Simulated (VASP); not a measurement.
Write the native input for VASP 6.6.1 that does the following.

```
Task                   : relaxation of cell and atoms
Functional             : PBE
Potentials or basis    : VASP PAW PBE potentials, release 64 (In_d, Sb, O)
Cutoff                 : 520 eV
k mesh                 : 10 × 6 × 4
Occupations            : gaussian, width 0.1 eV
Spin                   : no spin polarisation
Further INCAR settings : ALGO = Normal; EDIFF = 1e-06; IBRION = 2; EDIFFG = -0.01; NSW = 90; ISIF = 3
```

The structure of In3SbO4 lies in POSCAR:

```
In3SbO4
1.0
    3.3270000000      0.0000000000      0.0000000000
    0.0000000000      5.8490000000      0.0000000000
    0.0000000000      0.0000000000      6.8500000000
In Sb O
3 1 4
Direct
    0.5000000000      0.0000000000      0.3115328500
    0.5000000000      0.5000000000      0.6846715300
    0.0000000000      0.5000000000      0.1678832100
    0.0000000000      0.0000000000      0.7214598500
    0.5000000000      0.2704735900      0.1011678800
    0.0000000000      0.2243118500      0.4559124100
    0.5000000000      0.7295264100      0.1011678800
    0.0000000000      0.7756881500      0.4559124100
```

The cell was built by a generator and needn't be a form met in nature.

One way to write it, as run:

INCAR

```
PREC = Accurate
ENCUT = 520
EDIFF = 1E-6
ISMEAR = 0
SIGMA = 0.1
LREAL = F
LASPH = T
NELM = 120
ALGO = Normal
ISIF = 3
LWAVE = F
LCHARG = F
GGA = PE
IBRION = 2
NSW = 90
EDIFFG = -0.01
KPAR = 4
```

KPOINTS

```
regular mesh
0
Gamma
  10 6 4
```

Potentials or basis: VASP PAW PBE potentials, release 64 (In_d, Sb, O).

Command:

```sh
$ cat potpaw_PBE.64/In_d/POTCAR potpaw_PBE.64/Sb/POTCAR potpaw_PBE.64/O/POTCAR > POTCAR
$ mpirun -np 4 vasp_std > vasp.out
```

Results of the run:

```json
{
 "Relaxed volume": "17.78 Å³/atom",
 "Relaxed cell": "a = 3.245 Å, b = 5.930 Å, c = 7.391 Å, α = 90.00°, β = 90.00°, γ = 90.00°",
 "Space group after relaxing (to 0.05 Å)": "Pmm2 (No. 25)",
 "Energy gained by relaxing": "64.4 meV/atom",
 "Ionic steps": "46",
 "Pressure after relaxing": "0.0 GPa",
 "Largest force after relaxing": "0.010 eV/Å",
 "Band gap on the k mesh": "none (metal or under the smearing width)"
}
```

Wall time 33 min on 4 MPI ranks on Intel(R) Xeon(R) Platinum 8559C (Emerald Rapids) (shared host), peak memory 0.49 GiB a rank.
